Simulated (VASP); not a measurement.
Input:

```
CELL_PARAMETERS angstrom
      0.00000     2.96039     2.96039
      2.96039     0.00000     2.96039
      2.96039     2.96039     0.00000
ATOMIC_POSITIONS crystal
  Sr 0.00000 0.00000 0.00000
```

Computed with PBE GGA with D3 dispersion (Becke-Johnson damping), VASP's PBE PAW potentials (set 64) (plane waves; VASP 6.6.1). Numerical set-up: 520 eV cut-off, Gaussian smearing of 0.050 eV, potentials Sr_sv.

Question: Estimate the band gap (along the path) with the smallest direct gap where there is one.

Answer: 
```yaml
band gap (along the path): none (metal, semimetal or under 0.01 eV)
```

Only differences to runs with the same potentials and settings are physical.

The compound is Sr in the fcc structure. It was relaxed first, which changed the volume by -8 %.
